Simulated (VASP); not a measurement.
## CrN2: equation of state with PBE

CrN2:

```
Cr N
1.0
     3.90179    0.00000    0.00000
     0.00000    4.80951    0.00000
     0.00000    0.00000    2.78417
Cr N
2 4
Direct
  0.00000 0.00000 0.00000
  0.50000 0.50000 0.50000
  0.86617 0.58878 0.00000
  0.13383 0.41123 0.00000
  0.36617 0.91122 0.50000
  0.63383 0.08878 0.50000
```

The cell comes from a database or a generator and needn't be the stable form of this composition.

| Quantity | Value |
| --- | --- |
| Program | VASP 6.6.1 |
| Task | equation of state |
| Functional | PBE |
| Potentials or basis | VASP PAW PBE potentials, release 64 (Cr_pv, N) |
| Cutoff | 520 eV |
| k mesh | 7 × 6 × 10 |
| Occupations | fermi-dirac, width 0.05 eV |
| Spin | collinear spin, ferromagnetic start |
| Starting moments | [3.0, 3.0, 0.0, 0.0, 0.0, 0.0] μB |
| Further INCAR settings | ALGO = Normal; EDIFF = 1e-07; NBANDS = 35 |

The equilibrium volume is 8.69 Å³/atom, the bulk modulus at fixed shape and positions is 261 GPa and the pressure derivative of the bulk modulus is 4.6.

Energy against volume, from the lowest point:
```csv
volume (Å³/atom),energy (meV/atom)
8.185,27.10
8.359,11.26
8.534,2.48
8.708,0.00
8.882,3.16
9.056,11.36
9.230,24.06
```

All runs of the series together: 46 min on 1 thread of Intel(R) Xeon(R) Platinum 8488C (Sapphire Rapids), with other jobs on the host.

Caveat: the cell was scaled at fixed shape and fractional positions, which overstates the stiffness of a crystal with free parameters, most of all of layers and chains.
